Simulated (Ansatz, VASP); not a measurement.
# Cross-check of GaAs between VASP and Ansatz, part 3 of 3

One calculation is typed for both programs; each brings its own data sets. How far apart do they land? The cell is taken from a series of runs on this material, whose earlier steps may have relaxed, scaled, displaced or heated it; both programs get it as it stands.

VASP 6.6.1 and Ansatz 0.2.0.

So far: The structure; Ansatz: zone-centre phonons, LDA, pair 1; VASP: zone-centre phonons, LDA, pair 1; Comparison.

## (5) VASP: zone-centre phonons, LDA, pair 2

Level of this step: LDA; plane waves and PAW (Ga_d, As) (VASP).

Second derivatives magnify differences that forces hide, and they need a tight electronic threshold. The cell compared in this pair holds 44.86 Å³, against 43.54 Å³ for the pair before.

Input file INCAR:

```
SYSTEM = GaAs
PREC = Accurate
ENCUT = 500
EDIFF = 1E-08
NELM = 120
ISMEAR = 0
SIGMA = 0.01
LREAL = .FALSE.
ALGO = Normal
GGA = CA
NBANDS = 15
LORBIT = 11
LWAVE = .FALSE.
LCHARG = .FALSE.
ISIF = 2
IBRION = 8
LEPSILON = .TRUE.
LASPH = .TRUE.
GGA_COMPAT = .FALSE.
EFERMI = MIDGAP
KPAR = 2
```

Input file POSCAR:

```
GaAs
1.0
    0.0000000000      2.8201169245      2.8201169245
    2.8201169245      0.0000000000      2.8201169245
    2.8201169245      2.8201169245      0.0000000000
Ga As
1 1
Direct
    0.0000000000      0.0000000000      0.0000000000
    0.7500000000      0.7500000000      0.7500000000
```

Input file KPOINTS:

```
Automatic mesh
0
Gamma
12 12 12
0 0 0
```

PAW data sets: Ga_d and As (LDA family, release 64).

Command:

```console
$ mpirun -np 2 vasp_std
```

Numbers of over 12 decimals in the logs are rounded to 6 here.

The program printed:

```text
[... set-up lines as in an earlier step ...]
 entering main loop
       N       E                     dE             d eps       ncg     rms          rms(c)
DAV:   1     0.824725775475E+02    0.82473E+02   -0.88976E+03  2184   0.161E+03
DAV:   2    -0.312911098171E+01   -0.85602E+02   -0.81832E+02  2447   0.317E+02
DAV:   3    -0.975639512954E+01   -0.66273E+01   -0.66017E+01  2615   0.698E+01
DAV:   4    -0.986574453182E+01   -0.10935E+00   -0.10931E+00  2583   0.993E+00
[...]
DAV:  11    -0.963977109148E+01   -0.48340E-05   -0.65880E-06  2552   0.405E-02    0.225E-03
DAV:  12    -0.963977098428E+01    0.10720E-06   -0.45567E-07  3122   0.974E-03    0.185E-03
DAV:  13    -0.963977098503E+01   -0.74579E-09   -0.69674E-08  2679   0.206E-03
   1 F= -.96397710E+01 E0= -.96397710E+01  d E =-.132318-166
 Linear response reoptimize wavefunctions to high precision
DAV:   1    -0.963977098530E+01   -0.26557E-09   -0.11549E-09  2163   0.285E-04
DAV:   2    -0.963977098527E+01    0.25466E-10   -0.10202E-10  1570   0.105E-04
 Linear response G [H, r] |phi>, progress :
  Direction:   1
[...]
RMM:  14    -0.165582518840E+00    0.40345E-08   -0.52763E-08 17664   0.385E-05    0.249E-07
 first order change of Fermi-energy   0.10354E+01
 force on displaced ion       1 direction 1 :  -9.267   0.000   0.000
 Born effective charge ion    1 direction 1 :   2.087   0.000   0.000
 Linear response progress:
  Degree of freedom:   2/  2
       N       E                     dE             d eps       ncg     rms          rms(c)
RMM:   1    -0.451825653195E-01   -0.45183E-01    0.61180E-02 18763   0.151E+00
RMM:   2    -0.444351889552E-01    0.74738E-03   -0.42303E-03 15003   0.397E-01    0.817E-02
RMM:   3    -0.443848508367E-01    0.50338E-04   -0.40773E-04 16837   0.128E-01    0.449E-02
RMM:   4    -0.445340380249E-01   -0.14919E-03   -0.86749E-05 16632   0.561E-02    0.400E-03
[...]
RMM:   9    -0.445214475788E-01    0.89411E-07   -0.34194E-09 17636   0.252E-04    0.148E-05
RMM:  10    -0.445213724147E-01    0.75164E-07   -0.11274E-09 16775   0.968E-05    0.456E-06
RMM:  11    -0.445213695788E-01    0.28358E-08    0.44640E-10 16906   0.381E-05    0.161E-06
 first order change of Fermi-energy  -0.10351E+01
 force on displaced ion       2 direction 1 :  -9.259   0.000   0.000
 Born effective charge ion    2 direction 1 :  -2.171   0.000   0.000
 Born effective charges drift removed
 Linear response finished
```

OUTCAR, selected parts (step 5):

```text
  Total       -0.3121741     -0.3121741     -0.3121741      0.0000000      0.0000000     -0.0000000
  in kB      -11.1500336    -11.1500336    -11.1500336      0.0000000      0.0000000     -0.0000000
  external PRESSURE =     -11.1500336 kB  Pullay stress =       0.0000000 kB

 POSITION                                       TOTAL-FORCE (eV/Angst)
 -----------------------------------------------------------------------------------
      0.00000      0.00000      0.00000         0.000000      0.000000      0.000000
      4.23018      4.23018      4.23018        -0.000000     -0.000000     -0.000000
 -----------------------------------------------------------------------------------
    total drift:                                0.000000      0.000000      0.000000

 MACROSCOPIC STATIC DIELECTRIC TENSOR (including local field effects in DFT)
 ------------------------------------------------------
          24.498589     0.000000    -0.000000
           0.000000    24.498589     0.000000
          -0.000000     0.000000    24.498589
 ------------------------------------------------------

 MACROSCOPIC STATIC DIELECTRIC TENSOR IONIC CONTRIBUTION
 ------------------------------------------------------
           1.983940     0.000000    -0.000000
           0.000000     1.983940    -0.000000
          -0.000000    -0.000000     1.983940
 ------------------------------------------------------

[... 1 part as in an earlier step ...]

[... 1 further part left out ...]
```

## (6) Ansatz: zone-centre phonons, LDA, pair 2

The same cell, functional (in two slightly different forms) and mesh now go to Ansatz, which takes its cutoff from its data sets.

The cell is taken from a series of runs on this material, whose earlier steps may have relaxed, scaled, displaced or heated it; both programs get it as it stands.

Input file input.yaml:

```yaml
crystal:
  lattice:
    - [0.0, 2.8201169245, 2.8201169245]
    - [2.8201169245, 0.0, 2.8201169245]
    - [2.8201169245, 2.8201169245, 0.0]
  atoms:
    - { symbol: Ga, position: [0.0, 0.0, 0.0] }
    - { symbol: As, position: [0.75, 0.75, 0.75] }
kpoints:
  mp_grid: { grid: [12, 12, 12] }
hamiltonian:
  xc: lda
  pseudopotentials: { kind: paw, azcp: { folder: soft_1 }, xc_functional: pbe }
scf:
  occupations: { method: fixed }
output:
  eigenvalues: true
phonons:
  method: dfpt
  dielectric: true
  rigid_motions: translations
```

Command:

```console
$ ansatz run input.yaml --threads 4 --pin off --max-ram 10240MiB --backend cpu --events-out ev --progress --plain --runs-dir out
```

The program printed:

```text
[...]
Crystal: 2 atoms, lattice volume = 44.857 Å³
Basis set: ecut = 420 eV, 893 PW (Γ), exchange–correlation on 54×54×54 points (8 copies of the dense FFT grid, shifted against one another)
Bands: 18, of which v1, the nominal top of the filled ones, is band 14 counted from 1 (13 counted from 0)
Symmetry: 24 space group operations
k-points: 280 of 1728 (irreducible under 4 space group operations, time reversal used)
[...]
optical modes at Γ + LO–TO along q̂ = [1.0000, 0.0000, 0.0000]:
      ω (cm⁻¹)  modes    IR ((D/Å)²/amu)
[...]
optical modes at Γ + LO–TO along q̂ = [0.0000, 1.0000, 0.0000]:
      ω (cm⁻¹)  modes    IR ((D/Å)²/amu)
        262.33      2             5.6279
        279.16      1             2.8140
  optical modes at Γ + LO–TO along q̂ = [0.0000, 0.0000, 1.0000]:
      ω (cm⁻¹)  modes    IR ((D/Å)²/amu)
        262.33      2             5.6279
        279.16      1             2.8140
[key lines of the parts left out:]
SCF converged after 9 iterations
Free energy (F): -8481.303152 eV
Fermi energy:    7.705516 eV
```

## (7) Differences

What differs besides the data sets and the points named for the pairs above, as far as they apply: the data sets hold 28 valence electrons in Ansatz (on its PAW soft_1 files) and 18 in VASP. Total energies have different zeros and are not compared.

The two programs side by side:

| quantity | Ansatz | VASP | difference |
| --- | --- | --- | --- |
| ε∞ xx | 14.68 | 24.50 | -40.06 % |
| ε∞ yy | 14.68 | 24.50 | -40.06 % |
| ε∞ zz | 14.68 | 24.50 | -40.06 % |
| Born charge of Ga1 (mean of the diagonal) (e) | 2.10 | 2.13 | -0.04 |
| Born charge of As2 (mean of the diagonal) (e) | -2.10 | -2.13 | +0.04 |
| optical mode 1 to 3 (cm⁻¹) | 262.3 | 264.1 | -0.67 % |

Modes are paired by rising frequency, not by their patterns, so a pair may set unlike modes beside each other; they are those without the splitting of longitudinal modes.

## (8) Results

- difference in ε∞ xx (zone-centre phonons, LDA, pair 1): -15 %
- difference in ε∞ xx (zone-centre phonons, LDA, pair 2): -40 %

What this shows: The difference in ε∞ xx is -40 % (zone-centre phonons, LDA, pair 2), beyond the 5 % picked in this series as the mark of a large difference. The data sets hold unlike numbers of valence electrons (28 in Ansatz and 18 in VASP), so part of the differences comes from the potentials. What causes the difference of the zone-centre phonons, LDA, pair 1 pair stays open here. What causes the difference of the zone-centre phonons, LDA, pair 2 pair stays open here. Such differences can come from data sets, numerical settings and the points named under the comparisons, not from the functional's error against experiment.

[Lines on the potential files, build, host, timing and source positions are cut from VASP's logs without a mark.]

[Logs are printed without paths, hosts, clocks, repeated set-up lines and the standing remarks that a program may print on its own settings, such as how far it seeks lower states.]

[Hosts, paths, dates, database ids (printed as entryN), source tags and the programs' standing remarks are cut or masked in the printed files.]
